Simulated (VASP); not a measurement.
Output of a VASP run:

**OUTCAR**
```
 ion  position               nearest neighbor table
   1  0.000  0.000  0.000-   2 2.36   2 2.36   2 2.36   2 2.36
   2  0.250  0.250  0.250-   1 2.36   1 2.36   1 2.36   1 2.36
  LATTYP: Found a face centered cubic cell.
 ALAT       =     5.4473063952
 Subroutine PRICEL returns:
 Original cell was already a primitive cell.
 Subroutine GETGRP returns: Found 24 space group operations
The static configuration has the point symmetry T_d .
The dynamic configuration has the point symmetry T_d .
 Subroutine INISYM returns: Found 24 space group operations
 Subroutine IBZKPT returns following result:
 Found     29 irreducible k-points:

 Following reciprocal coordinates:
            Coordinates               Weight
  0.000000  0.000000  0.000000      1.000000
  0.125000  0.000000  0.000000      8.000000
  0.250000  0.000000  0.000000      8.000000
  0.375000  0.000000  0.000000      8.000000
  0.500000  0.000000  0.000000      4.000000
  0.125000  0.125000  0.000000      6.000000
  0.250000  0.125000  0.000000     24.000000
  0.375000  0.125000  0.000000     24.000000
  0.500000  0.125000  0.000000     24.000000
 -0.375000  0.125000  0.000000     24.000000
 -0.250000  0.125000  0.000000     24.000000
 -0.125000  0.125000  0.000000     12.000000
  0.250000  0.250000  0.000000      6.000000
  0.375000  0.250000  0.000000     24.000000
  0.500000  0.250000  0.000000     24.000000
 -0.375000  0.250000  0.000000     24.000000
 -0.250000  0.250000  0.000000     12.000000
  0.375000  0.375000  0.000000      6.000000
  0.500000  0.375000  0.000000     24.000000
 -0.375000  0.375000  0.000000     12.000000
  0.500000  0.500000  0.000000      3.000000
  0.375000  0.250000  0.125000     24.000000
  0.500000  0.250000  0.125000     48.000000
 -0.375000  0.250000  0.125000     24.000000
  0.500000  0.375000  0.125000     24.000000
 -0.375000  0.375000  0.125000     48.000000
 -0.250000  0.375000  0.125000     24.000000
 -0.375000  0.500000  0.125000     12.000000
 -0.250000  0.500000  0.250000      6.000000
   k-points           NKPTS =     29   k-points in BZ     NKDIM =     29   number of bands    NBANDS=     13
   number of dos      NEDOS =    301   number of ions     NIONS =      2
   total plane-waves  NPLWV =  27000
   dimension x,y,z NGX =    30 NGY =   30 NGZ =   30
   dimension x,y,z NGXF=    60 NGYF=   60 NGZF=   60
   ions per type =               1   1
   PREC   = accura    normal or accurate (medium, high low for compatibility)
   ISTART =      0    job   : 0-new  1-cont  2-samecut
   ICHARG =      2    charge: 1-file 2-atom 10-const
   ISPIN  =      1    spin polarized calculation?
   LNONCOLLINEAR =      F non collinear calculations
   LSORBIT =      F    spin-orbit coupling
   INIWAV =      1    electr: 0-lowe 1-rand  2-diag
   ENCUT  =  520.0 eV  38.22 Ry    6.18 a.u.   7.16  7.16  7.16*2*pi/ulx,y,z
   NELM   =    100;   NELMIN=  2; NELMDL= -5     # of ELM steps
   EDIFF  = 0.1E-05   stopping-criterion for ELM
   LREAL  =      F    real-space projection
   NLSPLINE    = F    spline interpolate recip. space projectors
   LMAXMIX     =    4 max onsite mixed and CHGCAR
   VOSKOWN=      0    Vosko Wilk Nusair interpolation
   EDIFFG = 0.1E-04   stopping-criterion for IOM
   NSW    =      0    number of steps for IOM
   NBLOCK =      1;   KBLOCK =      1    inner block; outer block
   IBRION =     -1    ionic relax: 0-MD 1-quasi-New 2-CG
   NFREE  =      0    steps in history (QN), initial steepest desc. (CG)
   ISIF   =      2    stress and relaxation
   ISYM   =      2    0-nonsym 1-usesym 2-fastsym
   TEIN   =    0.0    initial temperature
   TEBEG  =    0.0;   TEEND  =   0.0 temperature during run
   SMASS  =  -3.00    Nose mass-parameter (am)
   PSTRESS=    0.0 pullay stress
   NELECT =      18.0000    total number of electrons
   EFERMI =   0.00;   METHOD = LEGACY
   ISMEAR =     0;   SIGMA  =   0.05  broadening in eV -4-tet -1-fermi 0-gaus
   IALGO  =     38    algorithm
...
```

OSZICAR:
```
       N       E                     dE             d eps       ncg     rms          rms(c)
DAV:   1     0.873012889856E+02    0.87301E+02   -0.91622E+03   754   0.165E+03
DAV:   2    -0.976221546380E+00   -0.88278E+02   -0.83115E+02   829   0.280E+02
DAV:   3    -0.719954512315E+01   -0.62233E+01   -0.61958E+01   929   0.754E+01
DAV:   4    -0.727833901425E+01   -0.78794E-01   -0.78770E-01   839   0.891E+00
DAV:   5    -0.727956413122E+01   -0.12251E-02   -0.12251E-02   924   0.110E+00    0.678E+00
DAV:   6    -0.686790046375E+01    0.41166E+00   -0.95796E-01  1125   0.364E+01    0.524E+00
DAV:   7    -0.685244134101E+01    0.15459E-01   -0.32861E-01   794   0.561E+00    0.266E+00
DAV:   8    -0.685193900089E+01    0.50234E-03   -0.54359E-03   844   0.703E-01    0.768E-01
DAV:   9    -0.685224275941E+01   -0.30376E-03   -0.11016E-03   862   0.314E-01    0.121E-01
DAV:  10    -0.685238799942E+01   -0.14524E-03   -0.14287E-04   824   0.130E-01    0.583E-02
DAV:  11    -0.685240877371E+01   -0.20774E-04   -0.34092E-05   847   0.799E-02    0.734E-03
DAV:  12    -0.685240998753E+01   -0.12138E-05   -0.28158E-06   851   0.208E-02    0.587E-03
DAV:  13    -0.685240985655E+01    0.13098E-06   -0.30076E-07   512   0.135E-02
   1 F= -.68524099E+01 E0= -.68524099E+01  d E =-.214730E-13
```

File OUTCAR:
```
------------------------ aborting loop because EDIFF is reached ----------------------------------------
  FORCE on cell =-STRESS in cart. coord.  units (eV):
  Direction    XX          YY          ZZ          XY          YZ          ZX
  --------------------------------------------------------------------------------------
  Total       -0.0005618     -0.0005618     -0.0005618      0.0000000     -0.0000000      0.0000000
  in kB       -0.0222762     -0.0222762     -0.0222762      0.0000000     -0.0000000      0.0000000
  external PRESSURE =      -0.0222762 kB  Pullay stress =       0.0000000 kB
  volume of cell :       40.41
      direct lattice vectors                 reciprocal lattice vectors
     0.000000000  2.723653198  2.723653198    -0.183576970  0.183576970  0.183576970
     2.723653198  0.000000000  2.723653198     0.183576970 -0.183576970  0.183576970
     2.723653198  2.723653198  0.000000000     0.183576970  0.183576970 -0.183576970
  FREE ENERGIE OF THE ION-ELECTRON SYSTEM (eV)
  ---------------------------------------------------
  free  energy   TOTEN  =        -6.8524098566 eV

  energy  without entropy=       -6.8524098566  energy(sigma->0) =       -6.85240986
```
(Selected blocks of OUTCAR.)

**POSCAR**
```
ZnS
1
    0.0000000000     2.7236531976     2.7236531976
    2.7236531976     0.0000000000     2.7236531976
    2.7236531976     2.7236531976     0.0000000000
Zn S
1 1
Direct
  0.0000000000   0.0000000000   0.0000000000
  0.2500000000   0.2500000000   0.2500000000
```

Problem. Reconstruct the remaining input files.

Solution. Several could match; the one computed here: the input of the run itself, PBE GGA, plane waves, VASP's PBE PAW potentials (set 64).

### INCAR
```
SYSTEM  =  ZnS
PREC  =  Accurate; ENCUT  =  520; LREAL  =  .FALSE.
LASPH  =  .TRUE.
EDIFF  =  1E-6; NELM  =  100; ALGO  =  Normal
LMAXMIX  =  4
ISMEAR  =  0; SIGMA  =  0.05
GGA  =  PE
LWAVE  =  .FALSE.; LCHARG  =  .TRUE.
```

**KPOINTS**
```
Automatic mesh
0
Gamma
8 8 8
0 0 0
```

POTCAR, in this order: Zn S (PBE.64 set). Program: vasp_std.

The compound is ZnS in the zinc blende structure. It was relaxed first.
